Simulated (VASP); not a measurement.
Consider the following.

```
Mo
1.0
   -1.58201     1.58201     1.58201
    1.58201    -1.58201     1.58201
    1.58201     1.58201    -1.58201
Mo
1
Direct
  0.00000   0.00000   0.00000
```

Level of theory: PBE GGA, VASP's PBE PAW potentials (set 64) (plane waves; VASP). Numerical set-up: PREC = Normal, EDIFF = 1E-5, 400 eV cut-off, 18×18×18 Γ-centred mesh, first-order Methfessel-Paxton smearing of 0.10 eV, potentials Mo_sv.

### Question
Give the stress tensor in GPa (positive for a compressed cell).

### Answer

```
-1.34   0.00   0.00
 0.00  -1.34   0.00
 0.00   0.00  -1.34
```
The pressure is its mean diagonal, -1.34 GPa.

The compound is Mo in the bcc structure. It was relaxed first.
